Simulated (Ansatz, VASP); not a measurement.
# CoSi2 in two plane-wave programs, part 2 of 2

One calculation is typed for both programs; each brings its own data sets. How far apart do they land? The cell is taken from a series of runs on this material, whose earlier steps may have relaxed, scaled, displaced or heated it; both programs get it as it stands.

VASP 6.6.1 and Ansatz 0.2.0.

So far: Starting point; Ansatz: zone-centre phonons, PBEsol.

### Step 3. VASP: zone-centre phonons, PBEsol

Level of this step: PBEsol, no spin polarisation; plane waves and PAW (Si, Co) (VASP).

The same cell, functional, mesh and smearing now go to VASP, with its own data sets.

Lines of VASP's logs that name or quote its potential files are left out, and so is its time.

File INCAR:

```
SYSTEM = CoSi2
PREC = Accurate
ENCUT = 600
EDIFF = 1E-08
NELM = 120
ISMEAR = 1
SIGMA = 0.2
LREAL = .FALSE.
ALGO = Normal
GGA = PS
NBANDS = 14
LASPH = .TRUE.
LORBIT = 11
LWAVE = .FALSE.
LCHARG = .FALSE.
ISIF = 2
IBRION = 8
GGA_COMPAT = .FALSE.
KPAR = 2
```

File POSCAR:

```
CoSi2
1.0
    0.0000000000      2.5646053381      2.5646053381
    2.5646053381      0.0000000000      2.5646053381
    2.5646053381      2.5646053381      0.0000000000
Si Co
2 1
Direct
    0.2500000000      0.2500000000      0.2500000000
    0.7500000000      0.7500000000      0.7500000000
    0.0000000000      0.0000000000      0.0000000000
```

File KPOINTS:

```
Automatic mesh
0
Gamma
16 16 16
0 0 0
```

The projector-augmented-wave data sets are Si and Co (PBE family, release 64).

Started as:

```console
mpirun -np 2 vasp_std
```

Numbers of over 12 decimals in the logs are rounded to 6 here.

The log of the run:

```text
[banner, memory and clock lines left out]
running    2 mpi-ranks, on    1 nodes
 distrk:  each k-point on    1 cores,    2 groups
 distr:  one band on    1 cores,    1 groups

 POSCAR found type information on POSCAR SiCo
 POSCAR found :  2 types and       3 ions
|                                                                             |
|               ----> ADVICE to this user running VASP <----                  |
|                                                                             |
|     You enforced a specific xc type in the INCAR file but a different       |
|     [... a line on the potential file left out ...]
|     I HOPE YOU KNOW WHAT YOU ARE DOING!                                     |
|                                                                             |

 LDA part: xc-table for (Slater+PW92), standard interpolation
 POSCAR, INCAR and KPOINTS ok, starting setup
 FFT: planning ... GRIDC
 FFT: planning ... GRID_SOFT
 FFT: planning ... GRID
 WAVECAR not read
 entering main loop
       N       E                     dE             d eps       ncg     rms          rms(c)
DAV:   1     0.732416164293E+02    0.73242E+02   -0.77497E+03  4076   0.134E+03
DAV:   2    -0.181188810145E+02   -0.91360E+02   -0.83230E+02  4204   0.250E+02
DAV:   3    -0.222274875417E+02   -0.41086E+01   -0.39930E+01  5288   0.595E+01
DAV:   4    -0.223063960001E+02   -0.78908E-01   -0.78797E-01  4984   0.768E+00
DAV:   5    -0.223087842788E+02   -0.23883E-02   -0.23880E-02  5432   0.140E+00    0.170E+01
DAV:   6    -0.246784189004E+02   -0.23696E+01   -0.27810E+01  4770   0.116E+02    0.148E+01
DAV:   7    -0.207813695970E+02    0.38970E+01   -0.12323E+01  5240   0.913E+01    0.454E+00
DAV:   8    -0.207324888420E+02    0.48881E-01   -0.67947E-01  4798   0.574E+00    0.174E+00
DAV:   9    -0.207040278447E+02    0.28461E-01   -0.87046E-02  5090   0.625E+00    0.469E-01
DAV:  10    -0.207041506256E+02   -0.12278E-03   -0.79769E-03  5588   0.152E+00    0.209E-01
DAV:  11    -0.207037650083E+02    0.38562E-03   -0.13185E-03  5300   0.792E-01    0.349E-02
DAV:  12    -0.207037728959E+02   -0.78876E-05   -0.65031E-05  4840   0.653E-02    0.115E-02
DAV:  13    -0.207037718129E+02    0.10830E-05   -0.49511E-06  6360   0.418E-02    0.601E-03
DAV:  14    -0.207037719969E+02   -0.18403E-06   -0.35104E-07  4942   0.465E-03    0.239E-03
DAV:  15    -0.207037721197E+02   -0.12280E-06   -0.86981E-08  5646   0.573E-03    0.373E-04
DAV:  16    -0.207037721316E+02   -0.11934E-07   -0.56588E-09  2888   0.642E-04    0.176E-04
DAV:  17    -0.207037721228E+02    0.88544E-08   -0.60632E-10  2732   0.285E-04
   1 F= -.20703772E+02 E0= -.20703976E+02  d E =0.612847E-03
 Linear response reoptimize wavefunctions to high precision
DAV:   1    -0.207037721236E+02   -0.87107E-09   -0.16814E-10  2894   0.191E-04
DAV:   2    -0.207037721237E+02   -0.45475E-11   -0.51490E-11  2510   0.710E-05
 Linear response DOF=           2
 Linear response progress:
  Degree of freedom:   1/  2
       N       E                     dE             d eps       ncg     rms          rms(c)
RMM:   1    -0.212333417973E-01   -0.21233E-01    0.29321E-02 42487   0.141E+00
RMM:   2    -0.183895368858E-01    0.28438E-02   -0.91065E-04 24767   0.630E-01    0.120E-01
RMM:   3    -0.186294549663E-01   -0.23992E-03   -0.58759E-04 29047   0.196E-01    0.625E-02
RMM:   4    -0.188842652730E-01   -0.25481E-03   -0.12025E-04 26831   0.846E-02    0.948E-03
RMM:   5    -0.188733083602E-01    0.10957E-04   -0.10374E-05 29970   0.264E-02    0.584E-03
RMM:   6    -0.188498991636E-01    0.23409E-04   -0.14361E-06 29718   0.104E-02    0.168E-03
RMM:   7    -0.188659988613E-01   -0.16100E-04   -0.78155E-07 28412   0.527E-03    0.552E-04
RMM:   8    -0.188646520099E-01    0.13469E-05   -0.47787E-08 31295   0.148E-03    0.142E-04
RMM:   9    -0.188643486433E-01    0.30337E-06    0.11492E-08 32347   0.412E-04    0.573E-05
RMM:  10    -0.188644578015E-01   -0.10916E-06    0.31474E-09 29618   0.165E-04    0.420E-05
RMM:  11    -0.188645512779E-01   -0.93476E-07   -0.40349E-10 29188   0.771E-05    0.179E-05
RMM:  12    -0.188644627977E-01    0.88480E-07    0.10764E-09 29901   0.391E-05    0.283E-06
RMM:  13    -0.188644703214E-01   -0.75238E-08    0.83229E-10 31997   0.169E-05    0.107E-06
 first order change of Fermi-energy   0.22110E-05
 force on displaced ion       1 direction 1 : -13.640   0.000   0.000
 Linear response progress:
  Degree of freedom:   2/  2
       N       E                     dE             d eps       ncg     rms          rms(c)
RMM:   1    -0.177152136269E+00   -0.17715E+00   -0.12938E-01 15729   0.274E+00
RMM:   2    -0.173556956145E+00    0.35952E-02   -0.31407E-03 13834   0.773E-01    0.207E-01
RMM:   3    -0.173472836806E+00    0.84119E-04   -0.61800E-04 15345   0.195E-01    0.121E-01
RMM:   4    -0.174163855075E+00   -0.69102E-03   -0.39169E-04 16386   0.144E-01    0.974E-03
RMM:   5    -0.174132939786E+00    0.30915E-04   -0.17376E-05 16534   0.364E-02    0.563E-03
RMM:   6    -0.174124709890E+00    0.82299E-05   -0.12730E-06 15844   0.114E-02    0.426E-03
RMM:   7    -0.174105347433E+00    0.19362E-04   -0.40613E-07 15274   0.739E-03    0.104E-03
RMM:   8    -0.174094887677E+00    0.10460E-04   -0.81405E-08 17135   0.211E-03    0.436E-04
RMM:   9    -0.174090334856E+00    0.45528E-05   -0.10862E-08 15910   0.902E-04    0.117E-04
RMM:  10    -0.174090572616E+00   -0.23776E-06   -0.20754E-09 16603   0.321E-04    0.360E-05
RMM:  11    -0.174090593936E+00   -0.21320E-07   -0.13043E-09 17613   0.126E-04    0.160E-05
RMM:  12    -0.174090502441E+00    0.91495E-07   -0.14032E-09 17689   0.510E-05    0.404E-06
RMM:  13    -0.174090468154E+00    0.34287E-07   -0.13991E-09 18672   0.256E-05    0.119E-06
RMM:  14    -0.174090478517E+00   -0.10362E-07   -0.55473E-10 16936   0.205E-05    0.684E-07
RMM:  15    -0.174090475542E+00    0.29745E-08   -0.79227E-10 15445   0.176E-05    0.120E-07
 first order change of Fermi-energy   0.25329E-03
 force on displaced ion       3 direction 1 : -18.543   0.000   0.000
 Linear response finished
```

From OUTCAR (step 3):

```text
ion  position               nearest neighbor table
   1  0.250  0.250  0.250-   3 2.22   3 2.22   3 2.22   3 2.22   2 2.56   2 2.56   2 2.56   2 2.56
                             2 2.56   2 2.56
   2  0.750  0.750  0.750-   3 2.22   3 2.22   3 2.22   3 2.22   1 2.56   1 2.56   1 2.56   1 2.56
                             1 2.56   1 2.56
   3  0.000  0.000  0.000-   2 2.22   2 2.22   2 2.22   1 2.22   2 2.22   1 2.22   1 2.22   1 2.22

  LATTYP: Found a face centered cubic cell.
 ALAT       =     5.1292106762

 Subroutine GETGRP returns: Found 48 space group operations
 (whereof 48 operations were pure point group operations)

The static configuration has the point symmetry O_h .

 Found    145 irreducible k-points:

   k-points           NKPTS =    145   k-points in BZ     NKDIM =    145   number of bands    NBANDS=     14

   dimension x,y,z NGX =    30 NGY =   30 NGZ =   30
   dimension x,y,z NGXF=    60 NGYF=   60 NGZF=   60

   ENCUT  =  600.0 eV  44.10 Ry    6.64 a.u.   7.24  7.24  7.24*2*pi/ulx,y,z

   NELECT =      17.0000    total number of electrons

 k-points in reciprocal lattice and weights: Automatic mesh
   0.00000000  0.00000000  0.00000000       0.000
   0.06250000  0.00000000  0.00000000       0.002
   0.12500000  0.00000000  0.00000000       0.002
   0.18750000  0.00000000  0.00000000       0.002
   0.25000000  0.00000000  0.00000000       0.002
   0.31250000  0.00000000  0.00000000       0.002
   0.37500000  0.00000000  0.00000000       0.002
   0.43750000  0.00000000  0.00000000       0.002
   0.50000000  0.00000000  0.00000000       0.001
[...]
-0.31250000  0.50000000  0.18750000       0.003
  -0.25000000  0.50000000  0.25000000       0.001

 average (electrostatic) potential at core
       1 -77.1797       2 -77.1797       3 -76.4676

  Total        5.4736755      5.4736755      5.4736755      0.0000000      0.0000000      0.0000000
  in kB      259.9549016    259.9549016    259.9549016      0.0000000      0.0000000      0.0000000
  external PRESSURE =     259.9549016 kB  Pullay stress =       0.0000000 kB

  energy-cutoff  :      600.00
  volume of cell :       33.74
      direct lattice vectors                 reciprocal lattice vectors
     0.000000000  2.564605338  2.564605338    -0.194961772  0.194961772  0.194961772
     2.564605338  0.000000000  2.564605338     0.194961772 -0.194961772  0.194961772
     2.564605338  2.564605338  0.000000000     0.194961772  0.194961772 -0.194961772

 POSITION                                       TOTAL-FORCE (eV/Angst)
 -----------------------------------------------------------------------------------
      1.28230      1.28230      1.28230         0.000000      0.000000      0.000000
      3.84691      3.84691      3.84691        -0.000000     -0.000000     -0.000000
      0.00000      0.00000      0.00000        -0.000000      0.000000     -0.000000
 -----------------------------------------------------------------------------------
    total drift:                                0.000000     -0.000000     -0.000000

 Eigenvectors and eigenvalues of the dynamical matrix
 ----------------------------------------------------

   1 f  =   12.550931 THz    78.859828 2PiTHz  418.654008 cm-1    51.906458 meV
             X         Y         Z           dx          dy          dz
      1.282303  1.282303  1.282303     0.243535   -0.443402    0.000000
      3.846908  3.846908  3.846908     0.243535   -0.443402   -0.000000
      0.000000  0.000000  0.000000    -0.336356    0.612401    0.000000

   2 f  =   12.550931 THz    78.859828 2PiTHz  418.654008 cm-1    51.906458 meV
             X         Y         Z           dx          dy          dz
      1.282303  1.282303  1.282303     0.000000    0.000000    0.505880
      3.846908  3.846908  3.846908     0.000000    0.000000    0.505880
      0.000000  0.000000  0.000000     0.000000    0.000000   -0.698692

   3 f  =   12.550931 THz    78.859828 2PiTHz  418.654008 cm-1    51.906458 meV
             X         Y         Z           dx          dy          dz
      1.282303  1.282303  1.282303    -0.443402   -0.243535    0.000000
      3.846908  3.846908  3.846908    -0.443402   -0.243535   -0.000000
      0.000000  0.000000  0.000000     0.612401    0.336356    0.000000

   4 f  =   12.520685 THz    78.669782 2PiTHz  417.645083 cm-1    51.781368 meV
             X         Y         Z           dx          dy          dz
      1.282303  1.282303  1.282303    -0.026475   -0.022376   -0.706257
      3.846908  3.846908  3.846908     0.026475    0.022376    0.706257
      0.000000  0.000000  0.000000     0.000000    0.000000    0.000000

   5 f  =   12.520685 THz    78.669782 2PiTHz  417.645083 cm-1    51.781368 meV
             X         Y         Z           dx          dy          dz
      1.282303  1.282303  1.282303     0.692037   -0.143619   -0.021392
      3.846908  3.846908  3.846908    -0.692037    0.143619    0.021392
      0.000000  0.000000  0.000000    -0.000000    0.000000    0.000000

   6 f  =   12.520685 THz    78.669782 2PiTHz  417.645083 cm-1    51.781368 meV
             X         Y         Z           dx          dy          dz
      1.282303  1.282303  1.282303     0.142770    0.692006   -0.027276
      3.846908  3.846908  3.846908    -0.142770   -0.692006    0.027276
      0.000000  0.000000  0.000000     0.000000    0.000000    0.000000

   7 f/i=    0.002168 THz     0.013625 2PiTHz    0.072332 cm-1     0.008968 meV
             X         Y         Z           dx          dy          dz
      1.282303  1.282303  1.282303    -0.102983   -0.483197    0.000000
      3.846908  3.846908  3.846908    -0.102983   -0.483197    0.000000
      0.000000  0.000000  0.000000    -0.149127   -0.699708    0.000000

   8 f/i=    0.002168 THz     0.013625 2PiTHz    0.072332 cm-1     0.008968 meV
             X         Y         Z           dx          dy          dz
      1.282303  1.282303  1.282303     0.000000    0.000000   -0.494050
      3.846908  3.846908  3.846908     0.000000    0.000000   -0.494050
      0.000000  0.000000  0.000000     0.000000    0.000000   -0.715423

   9 f/i=    0.002168 THz     0.013625 2PiTHz    0.072332 cm-1     0.008968 meV
             X         Y         Z           dx          dy          dz
      1.282303  1.282303  1.282303    -0.483197    0.102983   -0.000000
      3.846908  3.846908  3.846908    -0.483197    0.102983   -0.000000
      0.000000  0.000000  0.000000    -0.699708    0.149127    0.000000

 ELASTIC MODULI CONTR FROM IONIC RELAXATION (kBar)
 Direction    XX          YY          ZZ          XY          YZ          ZX
 --------------------------------------------------------------------------------
 XX          -0.0000      0.0000     -0.0000     -0.0000     -0.0000     -0.0000
 YY           0.0000     -0.0000     -0.0000     -0.0000      0.0000      0.0000
 ZZ          -0.0000     -0.0000     -0.0000     -0.0000     -0.0000      0.0000
 XY          -0.0000     -0.0000     -0.0000   -976.4592     -0.0000      0.0000
 YZ          -0.0000      0.0000     -0.0000     -0.0000   -976.4592     -0.0000
 ZX          -0.0000      0.0000      0.0000      0.0000     -0.0000   -976.4592
 --------------------------------------------------------------------------------
```

This run has no spin polarisation, so a moment on Co, if there is one, isn't seen. Its electron count is odd, so without a moment it is a metal by construction.

### Step 4. Differences

Known differences besides the potentials themselves: the data sets hold 25 valence electrons in Ansatz (on its PAW soft_1 files) and 17 in VASP; the cutoff is 420 eV in Ansatz and 600 eV in VASP; Ansatz makes its cores anew for this functional, VASP keeps those of its PBE data sets. Total energies have different zeros and are not compared.

Compared:

```
                  quantity  Ansatz   VASP  difference
optical mode 1 to 3 (cm⁻¹)   415.9  417.6     -0.43 %
optical mode 4 to 6 (cm⁻¹)   416.5  418.7     -0.52 %
```

Modes are paired by rising frequency, not by their patterns, so a pair may set unlike modes beside each other; they are those without the splitting of longitudinal modes.

### Step 5. Results

| Quantity | Value |
| --- | --- |
| r.m.s. difference of the optical zone-centre modes, each program's sorted by frequency (zone-centre phonons, PBEsol) | 2.0 cm⁻¹ |
| difference in optical mode 4 to 6 (zone-centre phonons, PBEsol) | -0.5 % |

**Reading.** The r.m.s. difference of the optical zone-centre modes, each program's sorted by frequency is 2.0 cm⁻¹ (zone-centre phonons, PBEsol). The data sets hold unlike numbers of valence electrons (25 in Ansatz and 17 in VASP), so part of the differences comes from the potentials. Among the rows given in per cent, the largest difference of the zone-centre phonons, PBEsol pair is in optical mode 4 to 6, -0.5 %. How closely two codes agree says nothing of how well the functional describes the real material.

[Lines on the potential files, build, host, timing and source positions are cut from VASP's logs without a mark.]

[Logs are printed without paths, hosts, clocks, repeated set-up lines and the standing remarks that a program may print on its own settings, such as how far it seeks lower states.]

[Hosts, paths, dates, database ids (printed as entryN), source tags and the programs' standing remarks are cut or masked in the printed files.]
